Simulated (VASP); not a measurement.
Level of theory: r2SCAN meta-GGA, VASP's PBE PAW potentials (set 64) (plane waves; VASP).

The input files of a VASP run:

### KPOINTS
```
Automatic mesh
0
Gamma
5 5 1
0 0 0
```

### POSCAR
```
KF(100) slab
3.7604480
  1.0000000366   0.0000000000   0.0000000000
  0.0000000000   1.0000000366   0.0000000000
  0.0000000000   0.0000000000   6.7935126291
K F
4 4
Direct
  0.0000000000   0.5000000000   0.3435001245
  0.5000000000   0.0000000000   0.4478504307
  0.0000000000   0.5000000000   0.5521495693
  0.5000000000   1.0000000000   0.6564998755
  0.0000000000   0.5000000000   0.4474458075
  0.5000000000   1.0000000000   0.3446805833
  0.0000000000   0.5000000000   0.6553194167
  0.5000000000   0.0000000000   0.5525541925
```

INCAR:
```
METAGGA = R2SCAN
PREC = Normal
LDIPOL = T
LVHAR = T
LASPH = T
LMIXTAU = T
NELMIN = 4
SIGMA = 0.05   ! width (eV)
LCHARG = F
LORBIT = 11
ALGO = Normal
SYSTEM = KF(100) slab
ENCUT = 450
IDIPOL = 3
DIPOL = 0.5 0.5 0.5
LREAL = F   ! projection in real space or not
ISMEAR = 0   ! Gaussian
NELM = 100   ! most electronic steps
EDIFF = 1E-6   ! SCF stop (eV)
LWAVE = F
```

POTCAR, in this order: K_sv F (PBE.64 set). Program: vasp_std. Read from the step before: WAVECAR.

What VASP printed:

**OSZICAR**
```
       N       E                     dE             d eps       ncg     rms          rms(c)
DAV:   1    -0.595065962169E+02   -0.59507E+02   -0.50028E-06   452   0.195E-02    0.155E-03
DAV:   2    -0.595065984629E+02   -0.22460E-05   -0.93373E-07   288   0.795E-03    0.945E-04
DAV:   3    -0.595065956676E+02    0.27953E-05   -0.39262E-07   276   0.522E-03    0.448E-04
DAV:   4    -0.595065987732E+02   -0.31056E-05   -0.25855E-07   276   0.437E-03    0.377E-04
DAV:   5    -0.595065996280E+02   -0.85483E-06   -0.21970E-07   264   0.406E-03
   1 F= -.59506600E+02 E0= -.59506600E+02  d E =-.133587E-20
```

**OUTCAR**
```
------------------------ aborting loop because EDIFF is reached ----------------------------------------
  FORCE on cell =-STRESS in cart. coord.  units (eV):
  Direction    XX          YY          ZZ          XY          YZ          ZX
  --------------------------------------------------------------------------------------
  Total       -2.0292944     -2.0292944     -1.3267143      0.0000000      0.0000000      0.0000000
  in kB       -8.9999989     -8.9999989     -5.8840291      0.0000000      0.0000000      0.0000000
  external PRESSURE =      -7.9613423 kB  Pullay stress =       0.0000000 kB
  volume of cell :      361.25
      direct lattice vectors                 reciprocal lattice vectors
     3.760448138  0.000000000  0.000000000     0.265925752  0.000000000  0.000000000
     0.000000000  3.760448138  0.000000000     0.000000000  0.265925752  0.000000000
     0.000000000  0.000000000 25.546650979     0.000000000  0.000000000  0.039144074
 POSITION                                       TOTAL-FORCE (eV/Angst)
 -----------------------------------------------------------------------------------
      0.00000      1.88022      8.77528         0.000000      0.000000      0.016387
      1.88022      0.00000     11.44108        -0.000000      0.000000      0.015674
      0.00000      1.88022     14.10557         0.000000     -0.000000     -0.015674
      1.88022      0.00000     16.77137        -0.000000     -0.000000     -0.016387
      0.00000      1.88022     11.43074         0.000000     -0.000000     -0.021577
      1.88022      0.00000      8.80543         0.000000     -0.000000     -0.006381
      0.00000      1.88022     16.74122         0.000000      0.000000      0.006381
      1.88022      0.00000     14.11591        -0.000000     -0.000000      0.021577
 -----------------------------------------------------------------------------------
    total drift:                                0.000000      0.000000      0.000000
  FREE ENERGIE OF THE ION-ELECTRON SYSTEM (eV)
  ---------------------------------------------------
  free  energy   TOTEN  =       -59.5065996280 eV

  energy  without entropy=      -59.5065996280  energy(sigma->0) =      -59.50659963

 total charge

# of ion       s       p       d       tot
------------------------------------------
    1        1.958   5.682   0.028   7.668
    2        1.960   5.686   0.031   7.677
    3        1.960   5.686   0.031   7.677
    4        1.958   5.682   0.028   7.668
    5        1.747   4.385   0.000   6.132
    6        1.747   4.378   0.000   6.125
    7        1.747   4.378   0.000   6.125
    8        1.747   4.385   0.000   6.132
--------------------------------------------------
tot         14.824  40.262   0.117  55.203
```
(Selected blocks of OUTCAR.)

At this cut-off the stress carries a Pulay error, which pulls relaxed volumes low.

The cell is a thin slab with vacuum, built from KF (rock salt): (100) face.
